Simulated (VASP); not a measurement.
All values below come from r2SCAN meta-GGA, VASP's PBE PAW potentials (set 64) (plane waves; VASP).

VASP input:

File POSCAR:
```
KCl
1
    0.0000000000     3.1450000000     3.1450000000
    3.1450000000     0.0000000000     3.1450000000
    3.1450000000     3.1450000000     0.0000000000
K Cl
1 1
Direct
  0.0000000000   0.0000000000   0.0000000000
  0.5000000000   0.5000000000   0.5000000000
```

File KPOINTS:
```
K-points
0
G
 8 8 8
```

INCAR:
```
! general
SYSTEM   =  KCl
PREC     =  Accurate
ENCUT    =  480
LREAL    =  .FALSE.
LASPH    =  .TRUE.

! electronic loop
EDIFF    =  1E-7
NELM     =  100
ALGO     =  Normal
LMIXTAU  =  .TRUE.

! smearing
ISMEAR   =  0
SIGMA    =  0.05

! functional
METAGGA  =  R2SCAN

! ions
ISIF     =  2

! output
LWAVE    =  .FALSE.
LCHARG   =  .FALSE.
```

POTCAR, in this order: K_sv Cl (PBE.64 set). Program: vasp_std.

Task: Estimate the energy per atom (σ→0), band gap (on the k-mesh).

Result: 
```json
{
 "energy per atom (σ→0)": "-8.253 eV/atom",
 "band gap (on the k-mesh)": "5.83 eV"
}
```

File OSZICAR:
```
...
DAV:  18    -0.165051249893E+02   -0.33421E-04   -0.28855E-05   868   0.556E-02    0.174E-02
DAV:  19    -0.165051249870E+02    0.22960E-08   -0.75308E-06   888   0.291E-02    0.162E-02
DAV:  20    -0.165051274048E+02   -0.24178E-05   -0.30146E-06   856   0.168E-02    0.915E-03
DAV:  21    -0.165051262798E+02    0.11251E-05   -0.49323E-07   860   0.906E-03    0.454E-03
DAV:  22    -0.165051258443E+02    0.43546E-06   -0.74874E-07   792   0.128E-02    0.370E-03
DAV:  23    -0.165051265790E+02   -0.73465E-06   -0.76825E-07   776   0.126E-02    0.263E-03
DAV:  24    -0.165051264936E+02    0.85331E-07   -0.49762E-08   600   0.301E-03
   1 F= -.16505126E+02 E0= -.16505126E+02  d E =-.215682E-22
```

The compound is KCl in the rock salt structure. The cell was not relaxed at this level.
